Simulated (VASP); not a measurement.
**FeP2 (space group Pnnm): computed properties**

The numbers are results of LDA (Ceperley-Alder, Perdew-Zunger), VASP's LDA PAW potentials (set 64) (plane waves; VASP), not measurements.

```
Item                                                                                                                    Value
---------------------------------------------  ------------------------------------------------------------------------------
space group                                                                                                         Pnnm (58)
cell                                             a = 4.8903 Å, b = 5.5453 Å, c = 2.6706 Å, α = 90.00°, β = 90.00°, γ = 90.00°
volume per atom                                                                                                 12.07 Å³/atom
band gap (over mesh and band path)                                                                                    0.40 eV
smallest direct gap (over mesh and band path)                                                                         0.74 eV
band-edge character                                                                      indirect, Y-T at 0.33 to Γ-Z at 0.50
density                                                                                                            5.40 g/cm³
optical Γ-point spectrum                       212, 259, 265, 275, 289, 295, 324, 336, 343, 418, 439, 441, 454, 489, 503 cm⁻¹
```

```
FeP2
1.0
    4.89032     0.00000     0.00000
    0.00000     5.54531     0.00000
    0.00000     0.00000     2.67060
Fe P
2 4
Direct
  0.50000   0.50000   0.50000
  0.00000   0.00000   0.00000
  0.32808   0.86679   0.50000
  0.67192   0.13321   0.50000
  0.82808   0.63321   0.00000
  0.17192   0.36679   0.00000
```

The structure comes from a computed database's FeP2 entry (Pnnm); how it stands against other phases isn't given here. It was relaxed first. Symmetry was kept, so distortions that lower it aren't found. The run is not spin-polarised, so no magnetic state was tried.
